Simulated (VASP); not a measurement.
Calculation: PBE GGA, VASP's PBE PAW potentials (set 64) (plane waves; VASP 6.6.1).

VASP input:

INCAR:
```
# general
SYSTEM = Ca3MgO4
PREC   = Accurate
ENCUT  = 500   # plane-wave cut-off (eV)
LREAL  = .FALSE.   # projection in real space or not
LASPH  = .TRUE.   # aspherical one-centre terms
ICHARG = 11

# electronic loop
EDIFF  = 1E-6
NELM   = 100   # most electronic steps
ALGO   = Normal

# smearing
ISMEAR = 0   # Gaussian
SIGMA  = 0.05

# functional
GGA    = PE   # PBE

# output
LWAVE  = .FALSE.
LCHARG = .FALSE.
```

KPOINTS:
```
k-points along high-symmetry lines
15
Line-mode
Reciprocal
  0.000000   0.000000   0.000000 ! GAMMA
  0.000000   0.500000   0.000000 ! X

  0.000000   0.500000   0.000000 ! X
  0.500000   0.500000   0.000000 ! M

  0.500000   0.500000   0.000000 ! M
  0.000000   0.000000   0.000000 ! GAMMA

  0.000000   0.000000   0.000000 ! GAMMA
  0.500000   0.500000   0.500000 ! R

  0.500000   0.500000   0.500000 ! R
  0.000000   0.500000   0.000000 ! X

  0.500000   0.500000   0.500000 ! R
  0.500000   0.500000   0.000000 ! M
```

### POSCAR
```
Ca3MgO4
1
    4.7264188593     0.0000000000     0.0000000000
    0.0000000000     4.7264188593     0.0000000000
    0.0000000000     0.0000000000     4.7264188593
Mg O Ca
1 4 3
Direct
  0.0000000000   0.0000000000   0.0000000000
  0.5000000000   0.5000000000   0.5000000000
  0.0000000000   0.0000000000   0.5000000000
  0.0000000000   0.5000000000   0.0000000000
  0.5000000000   0.0000000000   0.0000000000
  0.5000000000   0.5000000000   0.0000000000
  0.5000000000   0.0000000000   0.5000000000
  0.0000000000   0.5000000000   0.5000000000
```

POTCAR, in this order: Mg O Ca_sv (PBE.64 set). Program: vasp_std. Read from the step before: CHGCAR.

The run wrote:

File OSZICAR:
```
       N       E                     dE             d eps       ncg     rms          rms(c)
DAV:   1     0.565179475402E+03    0.56518E+03   -0.28760E+04  6044   0.165E+03
DAV:   2     0.400231989377E+00   -0.56478E+03   -0.55576E+03  7359   0.467E+02
DAV:   3    -0.470401401651E+02   -0.47440E+02   -0.46744E+02  8688   0.123E+02
DAV:   4    -0.489907613769E+02   -0.19506E+01   -0.19477E+01  9088   0.227E+01
DAV:   5    -0.490754935673E+02   -0.84732E-01   -0.84723E-01  9045   0.361E+00
DAV:   6    -0.490767368221E+02   -0.12433E-02   -0.12432E-02  8636   0.485E-01
DAV:   7    -0.490767789395E+02   -0.42117E-04   -0.42117E-04  8879   0.754E-02
DAV:   8    -0.490767803039E+02   -0.13644E-05   -0.13643E-05  7928   0.122E-02
DAV:   9    -0.490767803547E+02   -0.50810E-07   -0.50815E-07  5312   0.246E-03
   1 F= -.49076780E+02 E0= -.49076780E+02  d E =-.228631E-24
```

OUTCAR:
```
 val. band max:        2.3137362870   @ k =   0.0000   0.0000   0.0000

 cond. band min:       5.5683881769   @ k =   0.0000   0.0000   0.0000



 k-point     1 :       0.0000    0.0000    0.0000
  band No.  band energies     occupation
      1     -35.0089      2.00000
      2     -34.8837      2.00000
      3     -34.8837      2.00000
      4     -16.3604      2.00000
      5     -16.3604      2.00000
      6     -16.3604      2.00000
      7     -16.0369      2.00000
      8     -16.0369      2.00000
      9     -16.0369      2.00000
     10     -15.8534      2.00000
     11     -15.8534      2.00000
     12     -15.8534      2.00000
     13     -13.4895      2.00000
     14     -13.0885      2.00000
     15     -13.0885      2.00000
     16     -13.0175      2.00000
     17       0.2829      2.00000
     18       0.2829      2.00000
     19       0.2829      2.00000
     20       1.7228      2.00000
     21       1.7228      2.00000
     22       1.7228      2.00000
     23       1.9425      2.00000
     24       1.9425      2.00000
     25       1.9425      2.00000
     26       2.3137      2.00000
     27       2.3137      2.00000
     28       2.3137      2.00000
     29       5.5684      0.00000
     30       6.5397      0.00000
     31       6.5397      0.00000
     32       6.5397      0.00000
     33       9.5257      0.00000

 k-point     2 :       0.0000    0.0357    0.0000
  band No.  band energies     occupation
      1     -35.0085      2.00000
      2     -34.8840      2.00000
      3     -34.8837      2.00000
      4     -16.3624      2.00000
      5     -16.3594      2.00000
      6     -16.3594      2.00000
      7     -16.0408      2.00000
      8     -16.0372      2.00000
      9     -16.0372      2.00000
     10     -15.8600      2.00000
     11     -15.8540      2.00000
     12     -15.8540      2.00000
     13     -13.4828      2.00000
     14     -13.0867      2.00000
     15     -13.0817      2.00000
     16     -13.0110      2.00000
...
```

The density is held fixed in this step, so its total energy and stress have no physical meaning.

The structure was generated: Ca3MgO4 was put into an ordered model structure (Pm-3m), which need not be its known phase. It was relaxed first.
